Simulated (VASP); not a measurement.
Here is the system:

```
CELL_PARAMETERS angstrom
      0.00000     2.40309     2.40309
      2.40309     0.00000     2.40309
      2.40309     2.40309     0.00000
ATOMIC_POSITIONS crystal
  Na 0.00000 0.00000 0.00000
  H  0.50000 0.50000 0.50000
```

Level of theory: rev-vdW-DF2, VASP's PBE PAW potentials (set 64) (plane waves; VASP). Settings: 520 eV cut-off, Gaussian smearing of 0.050 eV, potentials Na_pv H.

### Question
Give the energies of bands 4 to 7 at the high-symmetry points, in eV from the valence-band maximum.

### Answer

| band | Γ | X | U | L | W |
|---|---|---|---|---|---|
| 4 | -3.63 | -0.18 | -0.11 | -0.85 | 0.00 |
| 5 | 10.61 | 4.76 | 5.46 | 3.86 | 6.17 |
| 6 | 15.79 | 10.26 | 6.48 | 11.00 | 6.17 |
| 7 | 15.79 | 10.79 | 11.39 | 13.51 | 8.47 |

The gap is indirect, 3.86 eV, from the valence maximum at W to the conduction minimum at L.

The compound is NaH in the rock salt structure. It was relaxed first.
